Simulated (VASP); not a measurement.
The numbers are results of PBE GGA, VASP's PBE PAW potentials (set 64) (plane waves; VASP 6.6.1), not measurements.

Input for VASP

INCAR:
```
EDIFFG = -0.01   ! ionic stop
IBRION = 2
NELM = 100   ! most electronic steps
SIGMA = 0.05
EDIFF = 1E-6
LMAXMIX = 4   ! l cut-off of mixed one-centre charges
NSW = 60   ! most ionic steps
ISMEAR = 0   ! Gaussian
ALGO = Normal   ! blocked Davidson
LASPH = .TRUE.
LCHARG = .FALSE.
PREC = Accurate
ISIF = 3
ENCUT = 480
SYSTEM = NaI
LREAL = .FALSE.
LWAVE = .FALSE.
GGA = PE   ! PBE
```

### POSCAR
```
NaI
1.0
  0.0000000000   3.2620226213   3.2620226213
  3.2620226213   0.0000000000   3.2620226213
  3.2620226213   3.2620226213   0.0000000000
Na I
1 1
Direct
  0.0000000000   0.0000000000   0.0000000000
  0.5000000000   0.5000000000   0.5000000000
```

### KPOINTS
```
Automatic mesh
0
Gamma
6 6 6
0 0 0
```

POTCAR, in this order: Na_pv I (PBE.64 set). Program: vasp_std.

What will the output report for the number of irreducible k-points (NKPTS), largest plane-wave count, number of space-group operations, FFT grid (NGX, NGY, NGZ)?

```
Item                                           Value
--------------------------------------  ------------
number of irreducible k-points (NKPTS)            16
largest plane-wave count                        1676
number of space-group operations                  48
FFT grid (NGX, NGY, NGZ)                36 × 36 × 36
```

The compound is NaI in the rock salt structure. It was relaxed first. The start is the result of an earlier pass.
